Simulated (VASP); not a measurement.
A run of VASP 6.6.1 is set up as follows.

Contents of INCAR:

```
SYSTEM = TlGa
PREC     = Accurate       ! precision mode
ENCUT    = 520            ! plane-wave cutoff, eV
EDIFF    = 1E-6           ! SCF threshold, eV
ISMEAR   = -1             ! smearing method
SIGMA    = 0.05           ! smearing width, eV
LREAL    = .False.        ! projectors in reciprocal space
LASPH    = .True.         ! aspherical terms in the spheres
NELM     = 100            ! most SCF steps
ALGO     = Normal         ! electronic algorithm
ISIF     = 2              ! what is computed and relaxed
LWAVE    = .False.        ! write WAVECAR
LCHARG   = .False.        ! write CHGCAR
GGA      = PE             ! functional
NBANDS   = 20             ! bands
```

File KPOINTS:

```
Automatic mesh
0
Gamma
  7 7 4
  0 0 0
```

The input POSCAR:

```
TlGa
1.0
    3.3157250789      0.0000000000      0.0000000000
   -1.6578625394      2.8715021503      0.0000000000
    0.0000000000      0.0000000000      5.4075560648
Tl Ga
1 1
Direct
    0.3333333333      0.6666666667      0.5000000000
    0.0000000000      0.0000000000      0.0000000000
```

Potentials or basis: VASP PAW PBE potentials, release 64 (Tl_d, Ga_d).

Command:

```console
$ cat potpaw_PBE.64/Tl_d/POTCAR potpaw_PBE.64/Ga_d/POTCAR > POTCAR
$ mpirun -np 1 vasp_std > vasp.out
```

**Question.** Estimate the pressure.

**Answer.** 0.0 GPa.

**Question.** Predict the band gap on the k mesh.

**Answer.** None (metal or under the smearing width).

The run has no spin-orbit coupling, so splittings on Tl are missing.
